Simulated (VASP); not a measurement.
Computed with PBE GGA with D3 dispersion (Becke-Johnson damping), VASP's PBE PAW potentials (set 64) (plane waves; VASP 6.6.1).

Input for VASP

File POSCAR:
```
CdS
1.0
  0.0000000000   2.9319969917   2.9319969917
  2.9319969917   0.0000000000   2.9319969917
  2.9319969917   2.9319969917   0.0000000000
Cd S
1 1
Cart
  0.0000000000   0.0000000000   0.0000000000
  1.4659984959   1.4659984959   1.4659984959
```

**INCAR**
```
# general
SYSTEM =CdS
PREC   =Accurate
ENCUT  =520   # plane-wave cut-off (eV)
LREAL  =.False.   # projection in real space or not
LASPH  =.True.

# electronic loop
EDIFF  =1E-6   # SCF stop (eV)
NELM   =100   # most electronic steps
ALGO   =Normal   # blocked Davidson
LMAXMIX=4

# smearing
ISMEAR =0   # Gaussian
SIGMA  =0.05   # width (eV)

# functional
GGA    =PE
IVDW   =12

# ions
IBRION =2
NSW    =60
ISIF   =3
EDIFFG =-0.01   # ionic stop

# output
LWAVE  =.False.
LCHARG =.False.
```

KPOINTS:
```
Automatic mesh
0
Gamma
7 7 7
0 0 0
```

POTCAR, in this order: Cd S (PBE.64 set). Program: vasp_std.

The resulting files:

OUTCAR:
```
 ion  position               nearest neighbor table
   1  0.000  0.000  0.000-   2 2.54   2 2.54   2 2.54   2 2.54
   2  0.250  0.250  0.250-   1 2.54   1 2.54   1 2.54   1 2.54
  LATTYP: Found a face centered cubic cell.
 ALAT       =     5.8639939834
 Subroutine PRICEL returns:
 Original cell was already a primitive cell.
 Subroutine GETGRP returns: Found 24 space group operations
The static configuration has the point symmetry T_d .
The dynamic configuration has the point symmetry T_d .
 Subroutine INISYM returns: Found 24 space group operations
 Subroutine IBZKPT returns following result:
 Found     20 irreducible k-points:

 Following reciprocal coordinates:
            Coordinates               Weight
  0.000000  0.000000  0.000000      1.000000
  0.142857  0.000000  0.000000      8.000000
  0.285714  0.000000  0.000000      8.000000
  0.428571  0.000000  0.000000      8.000000
  0.142857  0.142857  0.000000      6.000000
  0.285714  0.142857  0.000000     24.000000
  0.428571  0.142857  0.000000     24.000000
 -0.428571  0.142857  0.000000     24.000000
 -0.285714  0.142857  0.000000     24.000000
...
```

### OSZICAR
```
       N       E                     dE             d eps       ncg     rms          rms(c)
DAV:   1     0.108003403853E+03    0.10800E+03   -0.93866E+03   528   0.127E+03
DAV:   2    -0.189684968353E+01   -0.10990E+03   -0.10475E+03   610   0.295E+02
DAV:   3    -0.664580120735E+01   -0.47490E+01   -0.47359E+01   615   0.641E+01
DAV:   4    -0.668062684062E+01   -0.34826E-01   -0.34820E-01   600   0.548E+00
DAV:   5    -0.668113480676E+01   -0.50797E-03   -0.50796E-03   605   0.640E-01    0.813E+00
DAV:   6    -0.615237157917E+01    0.52876E+00   -0.10567E+00   729   0.141E+01    0.642E+00
DAV:   7    -0.613390144727E+01    0.18470E-01   -0.21379E-01   535   0.370E+00    0.319E+00
DAV:   8    -0.613414435887E+01   -0.24291E-03   -0.20750E-02   555   0.219E+00    0.301E-01
DAV:   9    -0.613394266939E+01    0.20169E-03   -0.28451E-03   605   0.894E-01    0.772E-02
DAV:  10    -0.613409511460E+01   -0.15245E-03   -0.29975E-04   545   0.182E-01    0.783E-02
DAV:  11    -0.613417578371E+01   -0.80669E-04   -0.12208E-04   543   0.124E-01    0.196E-02
DAV:  12    -0.613416664179E+01    0.91419E-05   -0.49534E-05   593   0.102E-01    0.859E-03
DAV:  13    -0.613416786593E+01   -0.12241E-05   -0.52070E-06   530   0.176E-02    0.671E-03
DAV:  14    -0.613416778525E+01    0.80679E-07   -0.12329E-07   325   0.329E-03
   1 F= -.67365555E+01 E0= -.67365555E+01  d E =-.673656E+01
```

OUTCAR:
```
------------------------ aborting loop because EDIFF is reached ----------------------------------------
 Edisp (eV)   -0.60239
  FORCE on cell =-STRESS in cart. coord.  units (eV):
  Direction    XX          YY          ZZ          XY          YZ          ZX
  --------------------------------------------------------------------------------------
  Total       0.00221     0.00221     0.00221     0.00000     0.00000     0.00000
  in kB       0.07010     0.07010     0.07010     0.00000     0.00000     0.00000
  external pressure =        0.07 kB  Pullay stress =        0.00 kB
  volume of cell :       50.41
      direct lattice vectors                 reciprocal lattice vectors
     0.000000000  2.931996992  2.931996992    -0.170532235  0.170532235  0.170532235
     2.931996992  0.000000000  2.931996992     0.170532235 -0.170532235  0.170532235
     2.931996992  2.931996992  0.000000000     0.170532235  0.170532235 -0.170532235
  FREE ENERGIE OF THE ION-ELECTRON SYSTEM (eV)
  ---------------------------------------------------
  free  energy   TOTEN  =        -6.7365555114 eV

  energy  without entropy=       -6.7365555114  energy(sigma->0) =       -6.73655551

 reached required accuracy - stopping structural energy minimisation
```
(Selected blocks of OUTCAR.)

The compound is CdS in the zinc blende structure, a metastable form; wurtzite is the usual one. It was relaxed first. The start is the result of an earlier pass.
